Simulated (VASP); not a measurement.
A convergence study with VASP on TiAl (L1_0): a few settings are varied, all else stays as given below, so the limit is that of these other settings. The cell's lengths are 1 % over those of the tabulated start and one atom is moved, so it is off equilibrium.

```yaml
crystal:
  lattice:
    - [2.85830, 0.00000, 0.00000]
    - [0.00000, 2.85830, 0.00000]
    - [0.00000, 0.00000, 4.11070]
  atoms:
    - { symbol: Ti, position: [0.00000, 0.00000, 0.00000] }
    - { symbol: Al, position: [0.52120, 0.50000, 0.50000] }
```

Method: PBE GGA, VASP's PBE PAW potentials (set 64) (plane waves; VASP 6.6.1). The last row used: 900 eV cut-off, 10×10×7 Γ-centred mesh, first-order Methfessel-Paxton smearing of 0.10 eV, potentials Ti_sv Al_sv_GW.

Energies of different potentials or hybrids have different zeros.

```tsv
setting	E (eV/atom)	pressure (GPa)	largest force (eV/Å)	plane waves
ENCUT = 300, POTCAR Ti_sv Al	-6.1774	-3.63	0.242	416
ENCUT = 400, POTCAR Ti_sv Al	-6.1825	-3.80	0.243	625
ENCUT = 520, POTCAR Ti_sv Al	-6.1848	-3.49	0.242	920
ENCUT = 700, POTCAR Ti_sv Al	-6.1850	-3.49	0.242	1432
ENCUT = 900, POTCAR Ti_sv Al	-6.1852	-3.47	0.242	2088
ENCUT = 300, POTCAR Ti Al	-6.1443	-4.19	0.239	416
ENCUT = 400, POTCAR Ti Al	[?]	[?]	0.239	625
ENCUT = 520, POTCAR Ti Al	[?]	[?]	0.239	920
ENCUT = 700, POTCAR Ti Al	-6.1461	-4.13	0.239	1432
ENCUT = 900, POTCAR Ti Al	-6.1461	-4.13	0.239	2088
ENCUT = 300, POTCAR Ti_pv Al	-6.1668	-3.88	0.241	416
ENCUT = 400, POTCAR Ti_pv Al	-6.1686	-3.54	0.242	625
ENCUT = 700, POTCAR Ti_pv Al	-6.1692	-3.51	0.242	1432
ENCUT = 900, POTCAR Ti_pv Al	-6.1691	-3.51	0.242	2088
ENCUT = 300, POTCAR Ti_sv Al_GW	-6.1818	-3.67	0.242	416
ENCUT = 400, POTCAR Ti_sv Al_GW	-6.1860	-3.85	0.242	625
ENCUT = 520, POTCAR Ti_sv Al_GW	-6.1882	-3.56	0.242	920
ENCUT = 700, POTCAR Ti_sv Al_GW	-6.1884	-3.56	0.242	1432
ENCUT = 900, POTCAR Ti_sv Al_GW	-6.1886	-3.54	0.242	2088
ENCUT = 300, POTCAR Ti_sv Al_sv_GW	-6.3227	-22.47	0.253	416
ENCUT = 400, POTCAR Ti_sv Al_sv_GW	-6.1635	-12.07	0.240	625
ENCUT = 520, POTCAR Ti_sv Al_sv_GW	-6.1911	-4.00	0.241	920
ENCUT = 700, POTCAR Ti_sv Al_sv_GW	-6.1973	-3.99	0.241	1432
ENCUT = 900, POTCAR Ti_sv Al_sv_GW	-6.1977	-3.63	0.241	2088
```

Problem. What belongs in the gaps?

Solution. 
- ENCUT = 520, POTCAR Ti Al, E (eV/atom): -6.1460
- ENCUT = 520, POTCAR Ti Al, pressure (GPa): -4.14
- ENCUT = 400, POTCAR Ti Al, E (eV/atom): -6.1458
- ENCUT = 400, POTCAR Ti Al, pressure (GPa): -4.15

Left out are rungs that failed or repeat a setting and relaxations that didn't move; long series are thinned to 24 rows.

The compound is TiAl in the L1_0 structure. The cell was not relaxed at this level, it is distorted from the ideal structure. The electron count is odd and the run is not spin-polarised, which forces a metal.
